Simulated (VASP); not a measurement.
Data:

```
Rh3YB
1.0
    4.17882     0.00000     0.00000
    0.00000     4.17882     0.00000
    0.00000     0.00000     4.17882
Y B Rh
1 1 3
Direct
  0.00000   0.00000   0.00000
  0.50000   0.50000   0.50000
  0.00000   0.50000   0.50000
  0.50000   0.00000   0.50000
  0.50000   0.50000   0.00000
```

All values below come from PBEsol GGA, VASP's PBE PAW potentials (set 64) (plane waves; VASP). Settings: 400 eV cut-off, 7×7×7 Γ-centred mesh, Gaussian smearing of 0.14 eV, potentials Y_sv B Rh_pv.

At this cut-off the stress carries a Pulay error, which pulls relaxed volumes low.

**Question.** Estimate the energy per atom (σ→0), pressure, band gap (on the k-mesh) with the smallest direct gap where there is one.

**Answer.** 
| Property | Value |
|---|---|
| band gap (on the k-mesh) | none (metal, semimetal or under 0.01 eV) |
| energy per atom (σ→0) | -8430 meV/atom |
| pressure | -4.71 GPa |

The structure comes from a computed database's YBRh3 entry (Pm-3m); how it stands against other phases isn't given here. The cell was not relaxed at this level. The electron count is odd and the run is not spin-polarised, which forces a metal.
